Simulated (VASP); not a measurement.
Here is the system:

```
CELL_PARAMETERS angstrom
      2.77388     0.00000     0.00000
      0.00000     2.77388     0.00000
      0.00000     0.00000     2.77388
ATOMIC_POSITIONS crystal
  Al 0.50000 0.50000 0.50000
  Co 0.00000 0.00000 0.00000
```

Calculation: LDA (Ceperley-Alder, Perdew-Zunger), VASP's LDA PAW potentials (set 64) (plane waves; VASP). Run with 500 eV cut-off, 13×13×13 Γ-centred mesh, first-order Methfessel-Paxton smearing of 0.10 eV, potentials Al Co.

Energy and stress use the plane-wave basis of the starting cell.

Question: The ions, cell shape and volume at an external pressure of 10.0 GPa are relaxed. Which structure does the run end with?

Answer: 
```
CELL_PARAMETERS angstrom
      2.75466     0.00000     0.00000
      0.00000     2.75466     0.00000
      0.00000     0.00000     2.75466
ATOMIC_POSITIONS crystal
  Al 0.50000 0.50000 0.50000
  Co 0.00000 0.00000 0.00000
```
Space group Pm-3m (221), at a tolerance of 0.03 Å.

Question: How do energy and volume change from the first to the last step?

Answer: The energy (σ→0) changes by +10.3 meV/atom and the volume by -2.1 %, in 3 ionic steps.

| step | E(σ→0) (eV) | max force (eV/Å) | pressure (GPa) | volume (Å³) |
|---|---|---|---|---|
| 1 | -13.7016 | 0.000 | 5.01 | 21.34 |
| 2 | -13.6329 | 0.000 | 17.34 | 20.33 |
| 3 | -13.6811 | 0.000 | 9.99 | 20.90 |

The compound is CoAl in the CsCl type structure. This run relaxes it under an external pressure of 10 GPa. Symmetry was kept, so distortions that lower it aren't found. The run is not spin-polarised, so no magnetic state was tried.
